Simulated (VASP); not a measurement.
# ZnS (Wurtzite-2H): accuracy against cost in the k-mesh and plane-wave cutoff

Aim: find how far the k-mesh and plane-wave cutoff must be pushed for ZnS (Wurtzite-2H), and what that costs. The series runs use LDA. The k-mesh tried: 2 2 1; 3 3 2; 4 4 2; 5 5 3; 6 6 3; 8 8 5; 10 10 6; 12 12 7. The plane-wave cutoff tried: ENCUT = 170; ENCUT = 210; ENCUT = 250; ENCUT = 280; ENCUT = 320; ENCUT = 360; ENCUT = 440; ENCUT = 550. The start is a cell from a database of measured crystal structures.

Calculated with VASP 6.6.1; LDA; plane waves and PAW (Zn, S).

Most raw output is cut from this account.

The database entry behind the starting cell differs from later determinations by our own check (about 0.4 % short), so it need not match the best structure at ambient conditions.

## 1. The starting structure

It takes space group P6_3mc (No. 186, hexagonal). Conventional cell: a = 3.811 Å, b = 3.811 Å, c = 6.234 Å, α = 90.00°, β = 90.00°, γ = 120.00°. Zn has 4 S at 2.31 to 2.40 Å nearest. Nearest to S lie 4 Zn at 2.31 to 2.40 Å. Farther neighbours and most contacts between anions are not listed.

As a file:

```cif
data_structure
_symmetry_space_group_name_H-M 'P6_3mc'
_symmetry_Int_Tables_number 186
_cell_length_a 3.8110
_cell_length_b 3.8110
_cell_length_c 6.2340
_cell_angle_alpha 90.000
_cell_angle_beta 90.000
_cell_angle_gamma 120.000
_cell_volume 78.41
loop_
_atom_site_label
_atom_site_type_symbol
_atom_site_symmetry_multiplicity
_atom_site_Wyckoff_symbol
_atom_site_fract_x
_atom_site_fract_y
_atom_site_fract_z
_atom_site_occupancy
Zn1 Zn 2 b 0.33333 0.66667 0.00000 1
S1 S 2 b 0.33333 0.66667 0.38500 1
```

## 2. K-mesh: 2 2 1

The sum over the zone converges with the mesh, fast for insulators and slowly for metals. LDA, the lowest rung, knows the local density alone.

INCAR reads:

```
SYSTEM = ZnS
PREC = Accurate
ENCUT = 400
EDIFF = 1E-06
NELM = 100
ISMEAR = -1
SIGMA = 0.05
LREAL = .FALSE.
ALGO = Normal
GGA = CA
NBANDS = 24
LORBIT = 11
LWAVE = .FALSE.
LCHARG = .FALSE.
NCORE = 4
ISIF = 2
```

POSCAR reads:

```
ZnS
1.0
    3.8110000000      0.0000000000      0.0000000000
   -1.9055000000      3.3004228138      0.0000000000
    0.0000000000      0.0000000000      6.2340000000
Zn S
2 2
Direct
    0.3333333333      0.6666666667      0.0000000000
    0.6666666667      0.3333333333      0.5000000000
    0.3333333333      0.6666666667      0.3850000000
    0.6666666667      0.3333333333      0.8850000000
```

KPOINTS reads:

```
Automatic mesh
0
Gamma
2 2 1
0 0 0
```

PAW data sets: Zn and S (PBE family, release 64).

Started as:

```
> mpirun -np 4 vasp_std
```

Run time: 1.2 s. Hardware: 4 MPI ranks of AMD EPYC 9R45, shared host; peak memory 0.34 GiB; 2.5 s of CPU time.

The gap is read on the k-mesh alone, so it is an upper bound where the band edges lie off the mesh. The PAW data sets were made with PBE, though LDA sets exist; this is a small mismatch.

This step gave:

```
SCF cycles                     : 14
electrons                      : 36
bands                          : 24
irreducible k-points           : 2
symmetry operations            : 12
free energy (TOTEN)            : -15.29 eV
Fermi energy                   : 3.036 eV
pressure                       : -2.278 GPa
metallic                       : no
valence top at k               : 0, 0, 0
conduction bottom at k         : 0, 0, 0
least direct gap at k          : 0, 0, 0
gap on the k-mesh              : 1.951 eV
least direct gap on the k-mesh : 1.951 eV
```

The series starts at -3.8236 eV an atom and -2.28 GPa, after 14 cycles in 1.2 s.

## 3. K-mesh: 3 3 2

Edit INCAR of step 2 so:

```diff
@@ -14,3 +14,4 @@
 LCHARG = .FALSE.
-NCORE = 4
+KPAR = 2
+NCORE = 2
 ISIF = 2
```

POSCAR is that of step 2.

KPOINTS reads:

```
Automatic mesh
0
Gamma
3 3 2
0 0 0
```

Started as:

```
> mpirun -np 4 vasp_std
```

It took 1.8 s on 4 MPI ranks; peak memory 0.45 GiB.

Against the run before the energy moves by -210.78 meV an atom and the pressure by -0.87 GPa, after 13 cycles in 1.8 s.

## 4. K-mesh: 4 4 2

Edit INCAR of step 3 so:

```diff
@@ -14,4 +14,3 @@
 LCHARG = .FALSE.
-KPAR = 2
-NCORE = 2
+KPAR = 4
 ISIF = 2
```

POSCAR is that of step 3.

KPOINTS reads:

```
Automatic mesh
0
Gamma
4 4 2
0 0 0
```

Started as:

```
> mpirun -np 4 vasp_std
```

It took 2.8 s on 4 MPI ranks; peak memory 0.49 GiB.

Against the run before the energy moves by -49.06 meV an atom and the pressure by -0.51 GPa, after 13 cycles in 2.8 s.

## 5. K-mesh: 5 5 3

INCAR is that of step 4.

POSCAR is that of step 4.

KPOINTS reads:

```
Automatic mesh
0
Gamma
5 5 3
0 0 0
```

Started as:

```
> mpirun -np 4 vasp_std
```

Run time: 3.4 s. Hardware: 4 MPI ranks; peak memory 0.5 GiB.

Against the run before the energy moves by -9.81 meV an atom and the pressure by -0.07 GPa, after 13 cycles in 3.4 s.

## 6. K-mesh: 6 6 3

INCAR is that of step 5.

POSCAR is that of step 5.

KPOINTS reads:

```
Automatic mesh
0
Gamma
6 6 3
0 0 0
```

Started as:

```
> mpirun -np 4 vasp_std
```

It took 4 s on 4 MPI ranks; peak memory 0.52 GiB.

Against the run before the energy moves by -2.57 meV an atom and the pressure by -0.03 GPa, after 13 cycles in 4 s.

## 7. K-mesh: 8 8 5

INCAR is that of step 6.

POSCAR is that of step 6.

KPOINTS reads:

```
Automatic mesh
0
Gamma
8 8 5
0 0 0
```

Started as:

```
> mpirun -np 4 vasp_std
```

It took 7 s on 4 MPI ranks; peak memory 0.58 GiB.

Against the run before the energy moves by -1.42 meV an atom and the pressure by -0.02 GPa, after 13 cycles in 7 s.

## 8. K-mesh: 10 10 6

INCAR is that of step 7.

POSCAR is that of step 7.

KPOINTS reads:

```
Automatic mesh
0
Gamma
10 10 6
0 0 0
```

Started as:

```
> mpirun -np 4 vasp_std
```

Run time: 12 s. Hardware: 4 MPI ranks; peak memory 0.66 GiB.

Against the run before the energy moves by -0.10 meV an atom while the pressure stays within 0.01 GPa, after 13 cycles in 12 s.

## 9. K-mesh: 12 12 7

INCAR is that of step 8.

POSCAR is that of step 8.

KPOINTS reads:

```
Automatic mesh
0
Gamma
12 12 7
0 0 0
```

Started as:

```
> mpirun -np 4 vasp_std
```

Wall time 16 s (4 MPI ranks); peak memory 0.72 GiB; 53 s of CPU time.

Against the run before the energy moves by -0.02 meV an atom while the pressure stays within 0.01 GPa, after 13 cycles in 16 s.

## 10. The k-mesh series as a table

This step: convergence of LDA results with the mesh; plane waves and PAW (VASP 6.6.1).

No new run; the numbers come from the runs before.

Differences are taken from the run with 12 12 7. Results of the series, by row:

| setting | status | energy less the reference (meV/atom) | pressure (GPa) | largest force difference (meV/Å) | gap (eV) | SCF cycles | wall time (s) |
| --- | --- | --- | --- | --- | --- | --- | --- |
| 2 2 1 | converged | 273.7 | -2.278 | 73.62 | 1.951 | 14 | 1.2 |
| 3 3 2 | converged | 62.97 | -3.151 | 52.27 | 1.994 | 13 | 1.8 |
| 4 4 2 | converged | 13.91 | -3.663 | 15.73 | 2.008 | 13 | 2.8 |
| 5 5 3 | converged | 4.102 | -3.731 | 4.369 | 2.011 | 13 | 3.4 |
| 6 6 3 | converged | 1.535 | -3.762 | 1.273 | 2.013 | 13 | 4 |
| 8 8 5 | converged | 0.1166 | -3.779 | 0.142 | 2.014 | 13 | 7 |
| 10 10 6 | converged | 0.01798 | -3.78 | 0.032 | 2.014 | 13 | 11.8 |
| 12 12 7 | converged | 0 | -3.78 | 0 | 2.014 | 13 | 15.6 |

## 11. Plane-wave cutoff: ENCUT = 170

This step: LDA; plane waves and PAW (Zn, S) (VASP 6.6.1).

The basis grows with ENCUT, and energy and stress both move with it.

Edit INCAR of step 9 so:

```diff
@@ -2,3 +2,3 @@
 PREC = Accurate
-ENCUT = 400
+ENCUT = 170
 EDIFF = 1E-06
```

POSCAR is that of step 9.

KPOINTS reads:

```
Automatic mesh
0
Gamma
7 7 4
0 0 0
```

Started as:

```
> mpirun -np 4 vasp_std
```

The job ended after 1.8 s (4 MPI ranks; peak memory 0.37 GiB).

Numbers from this step:

| Property | Result |
| --- | --- |
| SCF cycles | 15 |
| irreducible k-points | 24 |
| free energy (TOTEN) | -11.83 eV |
| Fermi energy | 2.859 eV |
| pressure | -116.3 GPa |
| gap on the k-mesh | 1.882 eV |
| least direct gap on the k-mesh | 1.882 eV |

The series starts at -2.9565 eV an atom and -116.27 GPa, after 15 cycles in 1.8 s.

## 12. Plane-wave cutoff: ENCUT = 210

Edit INCAR of step 11 so:

```diff
@@ -2,3 +2,3 @@
 PREC = Accurate
-ENCUT = 170
+ENCUT = 210
 EDIFF = 1E-06
```

POSCAR is that of step 11.

KPOINTS is that of step 11.

Started as:

```
> mpirun -np 4 vasp_std
```

Elapsed: 2.4 s, on 4 MPI ranks; peak memory 0.4 GiB; 6.4 s of CPU time.

Against the run before the energy moves by -1037.86 meV an atom and the pressure by +87.83 GPa, after 14 cycles in 2.4 s.

## 13. Plane-wave cutoff: ENCUT = 250

Edit INCAR of step 12 so:

```diff
@@ -2,3 +2,3 @@
 PREC = Accurate
-ENCUT = 210
+ENCUT = 250
 EDIFF = 1E-06
```

POSCAR is that of step 12.

KPOINTS is that of step 12.

Started as:

```
> mpirun -np 4 vasp_std
```

It took 2.6 s on 4 MPI ranks; peak memory 0.39 GiB; 7.2 s of CPU time.

Against the run before the energy moves by -87.34 meV an atom and the pressure by +20.54 GPa, after 13 cycles in 2.6 s.

## 14. Plane-wave cutoff: ENCUT = 280

Edit INCAR of step 13 so:

```diff
@@ -2,3 +2,3 @@
 PREC = Accurate
-ENCUT = 250
+ENCUT = 280
 EDIFF = 1E-06
```

POSCAR is that of step 13.

KPOINTS is that of step 13.

Started as:

```
> mpirun -np 4 vasp_std
```

Elapsed: 3.8 s, on 4 MPI ranks; peak memory 0.45 GiB.

Against the run before the energy moves by -7.65 meV an atom and the pressure by +3.50 GPa, after 13 cycles in 3.8 s.

## 15. Plane-wave cutoff: ENCUT = 320

Edit INCAR of step 14 so:

```diff
@@ -2,3 +2,3 @@
 PREC = Accurate
-ENCUT = 280
+ENCUT = 320
 EDIFF = 1E-06
```

POSCAR is that of step 14.

KPOINTS is that of step 14.

Started as:

```
> mpirun -np 4 vasp_std
```

Elapsed: 4 s, on 4 MPI ranks; peak memory 0.45 GiB; 12 s of CPU time.

Against the run before the energy moves by -5.15 meV an atom and the pressure by +0.68 GPa, after 13 cycles in 4 s.

## 16. Plane-wave cutoff: ENCUT = 360

Edit INCAR of step 15 so:

```diff
@@ -2,3 +2,3 @@
 PREC = Accurate
-ENCUT = 320
+ENCUT = 360
 EDIFF = 1E-06
```

POSCAR is that of step 15.

KPOINTS is that of step 15.

Started as:

```
> mpirun -np 4 vasp_std
```

Wall time 4.2 s (4 MPI ranks); peak memory 0.48 GiB; 13 s of CPU time.

Against the run before the energy moves by -1.56 meV an atom and the pressure by -0.11 GPa, after 13 cycles in 4.2 s.

## 17. Plane-wave cutoff: ENCUT = 440

Edit INCAR of step 16 so:

```diff
@@ -2,3 +2,3 @@
 PREC = Accurate
-ENCUT = 360
+ENCUT = 440
 EDIFF = 1E-06
```

POSCAR is that of step 16.

KPOINTS is that of step 16.

Started as:

```
> mpirun -np 4 vasp_std
```

It took 6.4 s on 4 MPI ranks; peak memory 0.57 GiB.

Against the run before the energy moves by -1.49 meV an atom and the pressure by +0.19 GPa, after 13 cycles in 6.4 s.

## 18. Plane-wave cutoff: ENCUT = 550

Edit INCAR of step 17 so:

```diff
@@ -2,3 +2,3 @@
 PREC = Accurate
-ENCUT = 440
+ENCUT = 550
 EDIFF = 1E-06
```

POSCAR is that of step 17.

KPOINTS is that of step 17.

Started as:

```
> mpirun -np 4 vasp_std
```

Wall time 7.2 s (4 MPI ranks); peak memory 0.67 GiB.

Against the run before the energy moves by -0.75 meV an atom and the pressure by +0.11 GPa, after 13 cycles in 7.2 s.

## 19. The plane-wave cutoff series as a table

This step: convergence of LDA results with the cutoff; plane waves and PAW (VASP 6.6.1).

No new run; the numbers come from the runs before.

Differences are taken from the run with ENCUT = 550. Results of the series, by row:

| setting | status | energy less the reference (meV/atom) | pressure (GPa) | largest force difference (meV/Å) | gap (eV) | SCF cycles | wall time (s) |
| --- | --- | --- | --- | --- | --- | --- | --- |
| ENCUT = 170 | converged | 1142 | -116.3 | 51.09 | 1.882 | 15 | 1.8 |
| ENCUT = 210 | converged | 103.9 | -28.44 | 6.878 | 2.039 | 14 | 2.4 |
| ENCUT = 250 | converged | 16.59 | -7.892 | 2.269 | 2.007 | 13 | 2.6 |
| ENCUT = 280 | converged | 8.943 | -4.393 | 3.717 | 2.005 | 13 | 3.8 |
| ENCUT = 320 | converged | 3.795 | -3.714 | 1.971 | 2.009 | 13 | 4 |
| ENCUT = 360 | converged | 2.233 | -3.824 | 1.497 | 2.012 | 13 | 4.2 |
| ENCUT = 440 | converged | 0.7452 | -3.63 | 0.402 | 2.015 | 13 | 6.4 |
| ENCUT = 550 | converged | 0 | -3.524 | 0 | 2.015 | 13 | 7.2 |

## 20. What came out

```
k-mesh from which the energy stays within 10 meV/atom of the reference            : 5 5 3
k-mesh from which the energy stays within 1 meV/atom of the reference             : 8 8 5
k-mesh from which the pressure stays within 0.2 GPa of the reference              : 4 4 2
spread of the pressure over the k-mesh                                            : 1.50 GPa
spread of the energy over the k-mesh                                              : 274 meV/atom
plane-wave cutoff from which the energy stays within 10 meV/atom of the reference : ENCUT = 280
plane-wave cutoff from which the energy stays within 1 meV/atom of the reference  : ENCUT = 440
plane-wave cutoff from which the pressure stays within 0.2 GPa of the reference   : ENCUT = 440
spread of the pressure over the plane-wave cutoff                                 : 113 GPa
spread of the energy over the plane-wave cutoff                                   : 1142 meV/atom
```

What this shows: From 8 8 5 on, the energy stays within 1 meV an atom of the reference, at 45 % of its time. The pressure holds within 0.2 GPa from 4 4 2 on. From ENCUT = 440 on, the energy stays within 1 meV an atom of the reference, at 89 % of its time. The pressure holds within 0.2 GPa from ENCUT = 440 on. These cutoffs are 0.6 to 2 times the default of the data sets, about 280 eV; at the default the run is off by +8.9 meV an atom, -0.87 GPa, 3.7 meV/Å in forces, and at 1.3 times by +2.2 meV an atom, -0.30 GPa, 1.5 meV/Å in forces. Energy differences between like cells converge faster than these totals. Differences are taken from the run with 12 12 7, which is itself not the exact limit. The runs at 2 2 1; 3 3 2 are over 30 meV an atom or 2 GPa off and describe the material poorly. The runs at ENCUT = 170; ENCUT = 210; ENCUT = 250 are over 30 meV an atom or 2 GPa off and describe the material poorly.

[Lines on the potential files, build, host, timing and source positions are cut from VASP's logs without a mark.]

[Logs are printed without paths, hosts, clocks, repeated set-up lines and the standing remarks that a program may print on its own settings, such as how far it seeks lower states.]

[Hosts, paths, dates, database ids (printed as entryN), source tags and the programs' standing remarks are cut or masked in the printed files.]

[A measured line is paired with the nearest computed mode of its activity, which favours agreement.]
